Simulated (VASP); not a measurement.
The input files of a VASP run:

### KPOINTS
```
Automatic mesh
0
gamma
  13 13 10
0 0 0
```

File POSCAR:
```
FePt
1
    2.6806819021     0.0000000000     0.0000000000
    0.0000000000     2.6806819021     0.0000000000
    0.0000000000     0.0000000000     3.7003947456
Fe Pt
1 1
Direct
  0.0000000000   0.0000000000   0.0000000000
  0.5000000000   0.5000000000   0.5000000000
```

### INCAR
```
SYSTEM = FePt
PREC = Accurate
ENCUT = 520
EDIFF = 1E-7
NELM = 100
ALGO = Normal
LREAL = .FALSE.
LASPH = .TRUE.
ISMEAR = 1
SIGMA = 0.1
GGA = MK
PARAM1 = 0.1234
PARAM2 = 1.0
LUSE_VDW = .TRUE.
AGGAC = 0.0
LMAXMIX = 6
ISPIN = 2
MAGMOM = 2.9 0.3
LORBIT = 10
LWAVE = .FALSE.
LCHARG = .FALSE.
ISIF = 4
IBRION = 2
NSW = 30
EDIFFG = -0.01
```

POTCAR, in this order: Fe Pt (PBE.64 set). Program: vasp_std.

**Question.** Translate this optB86b-vdW calculation to Quantum ESPRESSO's pw.x.

**Answer.** One equivalent input (not run):
```
&CONTROL
  calculation = 'vc-relax'
  pseudo_dir = './pseudo'
  outdir = './out'
  tprnfor = .true.
  tstress = .true.
  nstep = 30
  forc_conv_thr = 0.00039
/
&SYSTEM
  ibrav = 0
  nat = 2
  ntyp = 2
  ecutwfc = 90
  occupations = 'smearing'
  smearing = 'methfessel-paxton'
  degauss = 0.00735
  input_dft = 'vdw-df-ob86'
  nspin = 2
  starting_magnetization(1) = 0.29
  starting_magnetization(2) = 0.03
/
&ELECTRONS
  conv_thr = 7.3e-09
  electron_maxstep = 100
/
&IONS
/
&CELL
  cell_dofree = 'shape'
/
ATOMIC_SPECIES
  Fe 55.845 Fe.upf
  Pt 195.084 Pt.upf
CELL_PARAMETERS angstrom
     2.6806819    0.0000000    0.0000000
     0.0000000    2.6806819    0.0000000
     0.0000000    0.0000000    3.7003947
ATOMIC_POSITIONS crystal
  Fe   0.0000000  0.0000000  0.0000000
  Pt   0.5000000  0.5000000  0.5000000
K_POINTS automatic
  13 13 10 0 0 0
```
What does not carry over: the potentials are each code's own (VASP's PAW set, PseudoDojo norm-conserving files in pw.x), so ENCUT and ecutwfc are chosen apart and not converted; conv_thr bounds pw.x's estimated SCF error, while EDIFF bounds the energy change between steps; starting_magnetization is a fraction of the valence charge and MAGMOM a moment in μB, so they match only roughly; forc_conv_thr acts on force components and is met together with etot_conv_thr.

The compound is FePt in the L1_0 structure. This cell is one point of a volume scan, at 0.97 of the reference volume. Symmetry was kept, so distortions that lower it aren't found.
